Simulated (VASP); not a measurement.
An input for Quantum ESPRESSO's pw.x (written as the equivalent of a VASP run, and not itself run):

```
&CONTROL
  calculation = 'scf'
  pseudo_dir = './pseudo'
  outdir = './out'
  tprnfor = .true.
  tstress = .true.
/
&SYSTEM
  ibrav = 0
  nat = 2
  ntyp = 2
  ecutwfc = 82
  occupations = 'smearing'
  smearing = 'methfessel-paxton'
  degauss = 0.00735
  input_dft = 'vdw-df-ob86'
/
&ELECTRONS
  conv_thr = 7.3e-09
  electron_maxstep = 100
/
ATOMIC_SPECIES
  In 114.818 In.upf
  Pd 106.420 Pd.upf
CELL_PARAMETERS angstrom
     3.2445628    0.0000000    0.0000000
     0.0000000    3.2445628    0.0000000
     0.0000000    0.0000000    3.2445628
ATOMIC_POSITIONS crystal
  In   0.5000000  0.5000000  0.5000000
  Pd   0.0000000  0.0000000  0.0000000
K_POINTS automatic
  11 11 11 0 0 0
```

Write the VASP files for the same calculation (optB86b-vdW).

This is not unique; one that fits is 
### POSCAR
```
PdIn
1
    3.2445628203     0.0000000000     0.0000000000
    0.0000000000     3.2445628203     0.0000000000
    0.0000000000     0.0000000000     3.2445628203
In Pd
1 1
Direct
  0.5000000000   0.5000000000   0.5000000000
  0.0000000000   0.0000000000   0.0000000000
```

KPOINTS:
```
K-points
0
Gamma
11 11 11
0 0 0
```

### INCAR
```
AGGAC=0.0
ALGO=Normal
EDIFF=1E-7
ENCUT=520
GGA=MK
ISIF=2
ISMEAR=1
LASPH=.TRUE.
LCHARG=.FALSE.
LMAXMIX=4
LREAL=.FALSE.
LUSE_VDW=.TRUE.
LWAVE=.FALSE.
NELM=100
PARAM1=0.1234
PARAM2=1.0
PREC=Accurate
SIGMA=0.1
SYSTEM=PdIn
```

POTCAR, in this order: In_d Pd (PBE.64 set). Program: vasp_std.

What does not carry over: the potentials are each code's own (VASP's PAW set, PseudoDojo norm-conserving files in pw.x), so ENCUT and ecutwfc are chosen apart and not converted; conv_thr bounds pw.x's estimated SCF error, while EDIFF bounds the energy change between steps.

The compound is PdIn in the CsCl type structure. This cell is one point of a volume scan, at 0.97 of the reference volume.
